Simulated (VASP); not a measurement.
Output of a VASP run:

OSZICAR:
```
       N       E                     dE             d eps       ncg     rms          rms(c)
DAV:   1     0.539952655167E+01    0.53995E+01   -0.54515E+03  1712   0.102E+03
DAV:   2    -0.222293543227E+02   -0.27629E+02   -0.27305E+02  2328   0.180E+02
DAV:   3    -0.224172681947E+02   -0.18791E+00   -0.18791E+00  1920   0.183E+01
DAV:   4    -0.224174589761E+02   -0.19078E-03   -0.19078E-03  2328   0.499E-01
DAV:   5    -0.224174590242E+02   -0.48177E-07   -0.48177E-07  1808   0.647E-03    0.662E+00
DAV:   6    -0.189061977154E+02    0.35113E+01   -0.17762E+00  2296   0.110E+01    0.402E+00
DAV:   7    -0.194672314263E+02   -0.56103E+00   -0.12431E+00  1880   0.890E+00    0.164E+00
DAV:   8    -0.181124141682E+02    0.13548E+01   -0.99873E-01  1712   0.830E+00    0.177E+00
DAV:   9    -0.191689176561E+02   -0.10565E+01   -0.22769E-01  1728   0.497E+00    0.433E-01
DAV:  10    -0.191730495068E+02   -0.41319E-02   -0.55550E-02  2168   0.204E+00    0.145E-01
DAV:  11    -0.191686734666E+02    0.43760E-02   -0.41761E-03  1664   0.923E-01    0.703E-02
DAV:  12    -0.191719648790E+02   -0.32914E-02   -0.16131E-03  1664   0.522E-01    0.240E-02
DAV:  13    -0.191717376982E+02    0.22718E-03   -0.86160E-05  1792   0.946E-02    0.901E-03
DAV:  14    -0.191717767721E+02   -0.39074E-04   -0.60232E-06  1792   0.322E-02    0.608E-03
DAV:  15    -0.191717720389E+02    0.47333E-05   -0.24661E-06  1720   0.202E-02    0.170E-03
DAV:  16    -0.191717753855E+02   -0.33467E-05   -0.37074E-07  2208   0.687E-03    0.863E-04
DAV:  17    -0.191717736923E+02    0.16932E-05   -0.44766E-08   832   0.265E-03    0.678E-04
DAV:  18    -0.191717747129E+02   -0.10206E-05   -0.29579E-08   832   0.181E-03    0.207E-04
DAV:  19    -0.191717746656E+02    0.47323E-07   -0.31547E-09   832   0.620E-04
   1 F= -.19171775E+02 E0= -.19171775E+02  d E =0.000000E+00
       N       E                     dE             ncg
```

File OUTCAR:
```
------------------------ aborting loop because EDIFF is reached ----------------------------------------
  FORCE on cell =-STRESS in cart. coord.  units (eV):
  Direction    XX          YY          ZZ          XY          YZ          ZX
  --------------------------------------------------------------------------------------
  Total       -0.0002046     -0.0002046     -0.0002046     -0.0000000     -0.0000000     -0.0000000
  in kB       -0.0277951     -0.0277951     -0.0277951     -0.0000000     -0.0000000     -0.0000000
  external PRESSURE =      -0.0277951 kB  Pullay stress =       0.0000000 kB
  volume of cell :       11.79
      direct lattice vectors                 reciprocal lattice vectors
     0.000000000  1.806573848  1.806573848    -0.276766987  0.276766987  0.276766987
     1.806573848  0.000000000  1.806573848     0.276766987 -0.276766987  0.276766987
     1.806573848  1.806573848  0.000000000     0.276766987  0.276766987 -0.276766987
  FREE ENERGIE OF THE ION-ELECTRON SYSTEM (eV)
  ---------------------------------------------------
  free  energy   TOTEN  =       -19.1717746656 eV

  energy  without entropy=      -19.1717746656  energy(sigma->0) =      -19.17177467

 total charge

# of ion       s       p       d       tot
------------------------------------------
    1        0.681   1.339   0.000   2.021
    2        1.228   2.790   0.000   4.019
--------------------------------------------------
tot          1.910   4.130   0.000   6.039
```
(Selected blocks of OUTCAR.)

### POSCAR
```
BN
1
    0.0000000000     1.8065738483     1.8065738483
    1.8065738483     0.0000000000     1.8065738483
    1.8065738483     1.8065738483    -0.0000000000
B N
1 1
Direct
  0.0000000000   0.0000000000   0.0000000000
  0.2500000000   0.2500000000   0.2500000000
```

Problem. Reconstruct the remaining input files.

Solution. Several could match; the one computed here: the input of the run itself, r2SCAN meta-GGA, plane waves, VASP's PBE PAW potentials (set 64).

**KPOINTS**
```
Automatic mesh
0
Gamma
14 14 14
0 0 0
```

**INCAR**
```
SYSTEM = BN
PREC = Accurate
ENCUT = 520
EDIFF = 1E-7
NELM = 100
ALGO = Normal
LREAL = .FALSE.
LASPH = .TRUE.
ISMEAR = -5
METAGGA = R2SCAN
LMIXTAU = .TRUE.
LWAVE = .FALSE.
LCHARG = .FALSE.
LORBIT = 11
NEDOS = 601
ISIF = 2
```

KPOINTS_OPT:
```
k-points along high-symmetry lines
10
Line-mode
Reciprocal
  0.000000   0.000000   0.000000 ! GAMMA
 -0.500000  -0.500000   0.000000 ! X

 -0.500000  -0.500000   0.000000 ! X
 -0.375000  -0.375000   0.250000 ! U

 -0.375000  -0.000000   0.375000 ! K
  0.000000   0.000000   0.000000 ! GAMMA

  0.000000   0.000000   0.000000 ! GAMMA
 -0.000000  -0.000000   0.500000 ! L

 -0.000000  -0.000000   0.500000 ! L
 -0.500000  -0.250000   0.250000 ! W

 -0.500000  -0.250000   0.250000 ! W
 -0.500000  -0.500000   0.000000 ! X
```

POTCAR, in this order: B N (PBE.64 set). Program: vasp_std.

The compound is BN in the zinc blende structure. It was relaxed first.
